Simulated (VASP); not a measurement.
These are vdW-DF2, VASP's PBE PAW potentials (set 64) (plane waves; VASP) values and carry that method's errors.

Input for VASP

**INCAR**
```
AGGAC = 0.0
ALGO = Normal
EDIFF = 1E-7
EDIFFG = -0.01
ENCUT = 520
GGA = ML
IBRION = 2
ISIF = 4
ISMEAR = 0
LASPH = .True.
LCHARG = .False.
LMAXMIX = 4
LREAL = .False.
LUSE_VDW = .True.
LWAVE = .False.
NELM = 100
NSW = 30
PREC = Accurate
SIGMA = 0.05
SYSTEM = ZrS2
ZAB_VDW = -1.8867
```

POSCAR:
```
ZrS2
1
    1.9086712191    -3.3059155511     0.0000000000
    1.9086712191     3.3059155511     0.0000000000
    0.0000000000     0.0000000000     6.0883043939
Zr S
1 2
Direct
  0.0000000000   0.0000000000   0.0000000000
  0.3333330000   0.6666670000   0.2406077012
  0.6666670000   0.3333330000   0.7593922988
```

File KPOINTS:
```
Automatic mesh
0
Gamma
7 7 4
0 0 0
```

POTCAR, in this order: Zr_sv S (PBE.64 set). Program: vasp_std.

Task: What will the output report for the number of irreducible k-points (NKPTS), largest plane-wave count, number of space-group operations, FFT grid (NGX, NGY, NGZ)?

Result: 
| Quantity | Result |
|---|---|
| number of irreducible k-points (NKPTS) | 28 |
| largest plane-wave count | 2086 |
| number of space-group operations | 12 |
| FFT grid (NGX, NGY, NGZ) | 28 × 28 × 48 |

The compound is ZrS2 in the 1T layered structure. This cell is one point of a volume scan, at 1.03 of the reference volume. Symmetry was kept, so distortions that lower it aren't found.
